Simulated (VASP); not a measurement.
Given:

```xyz
2
Lattice="4.1159 0.0000 0.0000 0.0000 4.1159 0.0000 0.0000 0.0000 4.1159" Properties=species:S:1:pos:R:3 pbc="T T T"
Cs     0.0000     0.0000     0.0000
Cl     2.0580     2.0580     2.0580
```

All values below come from PBE GGA, VASP's PBE PAW potentials (set 64) (plane waves; VASP 6.6.1). Numerical set-up: 300 eV cut-off, 4×4×4 Γ-centred mesh, Fermi-Dirac smearing of 0.010 eV, potentials Cs_sv Cl.

Unless said otherwise, spin-orbit coupling is left out, though it shifts the bands of the heavy elements here.

Task: Predict the energy per atom (σ→0), band gap (on the k-mesh) with the smallest direct gap where there is one.

Result: 
* **band gap (on the k-mesh)**: 5.28 eV
* **smallest direct gap (on the k-mesh)**: 5.28 eV
* **energy per atom (σ→0)**: -3.262 eV/atom

Only differences to runs with the same potentials and settings are physical.

The structure comes from a computed database's CsCl entry; how it stands against other phases isn't given here. The cell was not relaxed at this level.
